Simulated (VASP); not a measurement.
Given:

```
NaCl
1.0
    0.00000     2.72880     2.72880
    2.72880     0.00000     2.72880
    2.72880     2.72880     0.00000
Na Cl
1 1
Direct
  0.00000   0.00000   0.00000
  0.50000   0.50000   0.50000
```

These are LDA (Ceperley-Alder, Perdew-Zunger), VASP's LDA PAW potentials (set 64) (plane waves; VASP) values and carry that method's errors. Run with 400 eV cut-off, Gaussian smearing of 0.050 eV, potentials Na_pv Cl.

Q: Give the energies of bands 5 to 10 at the high-symmetry points, in eV from the valence-band maximum.

A: 
| band | Γ | X | U | L | W |
|---|---|---|---|---|---|
| 5 | 0.00 | -2.02 | -1.72 | -2.35 | -1.46 |
| 6 | 0.00 | -0.73 | -1.38 | -0.34 | -1.46 |
| 7 | 0.00 | -0.73 | -0.61 | -0.34 | -0.94 |
| 8 | 5.10 | 7.45 | 8.05 | 7.06 | 8.90 |
| 9 | 10.93 | 7.63 | 9.02 | 10.91 | 9.63 |
| 10 | 10.93 | 11.65 | 10.70 | 10.91 | 9.63 |

The gap is direct, 5.10 eV, from the valence maximum at Γ to the conduction minimum at Γ.

Measured: gap 8.97 eV (computed value off by -3.87 eV), as given by Wei Chen et al., Physical Review Materials (2018), doi:10.1103/physrevmaterials.2.073803.

The compound is NaCl in the rock salt structure. It was relaxed first, which changed the volume by -9 %.
